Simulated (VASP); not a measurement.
A convergence study with VASP on CdTe (zinc blende): a few settings are varied, all else stays as given below, so the limit is that of these other settings. The cell's lengths are 1 % over those of the tabulated start and one atom is moved, so it is off equilibrium.

```xyz
2
Lattice="0.0000 3.2724 3.2724 3.2724 0.0000 3.2724 3.2724 3.2724 0.0000" Properties=species:S:1:pos:R:3 pbc="T T T"
Cd     0.0000     0.0000     0.0000
Te     1.6968     1.6362     1.6362
```

Level of theory: PBEsol GGA, VASP's PBE PAW potentials (set 64) (plane waves; VASP). The last row used: 550 eV cut-off, 6×6×6 Γ-centred mesh, Gaussian smearing of 0.050 eV, potentials Cd Te.

```tsv
setting	E (eV/atom)	pressure (GPa)	electronic steps
ALGO = Normal, EDIFF = 1E-2	-2.7361	-1.41	8
ALGO = Normal, EDIFF = 1E-3	-2.7361	-1.39	8
ALGO = Normal, EDIFF = 1E-4	-2.7361	-0.74	9
ALGO = Normal, EDIFF = 1E-5	-2.7361	-0.79	12
ALGO = Normal, EDIFF = 1E-6	-2.7361	-0.80	13
ALGO = Normal, EDIFF = 1E-7	-2.7361	-0.80	13
ALGO = Normal, EDIFF = 1E-8	-2.7361	-0.80	15
ALGO = Normal, EDIFF = 1E-9	-2.7361	-0.80	19
ALGO = Fast, EDIFF = 1E-2	-2.7361	-1.44	8
ALGO = Fast, EDIFF = 1E-3	-2.7361	-0.71	9
ALGO = Fast, EDIFF = 1E-4	-2.7361	-0.85	10
ALGO = Fast, EDIFF = 1E-5	-2.7361	-0.73	11
ALGO = Fast, EDIFF = 1E-6	-2.7361	-0.79	13
ALGO = Fast, EDIFF = 1E-7	-2.7361	-0.80	15
ALGO = Fast, EDIFF = 1E-8	-2.7361	-0.80	16
ALGO = Fast, EDIFF = 1E-9	-2.7361	-0.80	18
ALGO = All, EDIFF = 1E-2	-2.7354	-0.34	9
ALGO = All, EDIFF = 1E-3	-2.7361	-0.80	11
ALGO = All, EDIFF = 1E-4	-2.7361	-0.79	12
ALGO = All, EDIFF = 1E-5	-2.7361	-0.81	13
ALGO = All, EDIFF = 1E-6	-2.7361	-0.79	14
ALGO = All, EDIFF = 1E-7	-2.7361	-0.80	16
ALGO = All, EDIFF = 1E-8	-2.7361	-0.80	17
ALGO = All, EDIFF = 1E-9	-2.7361	-0.80	24
```

Left out are rungs that failed or repeat a setting and relaxations that didn't move; long series are thinned to 24 rows.

The compound is CdTe in the zinc blende structure. The cell was not relaxed at this level, it is distorted from the ideal structure.
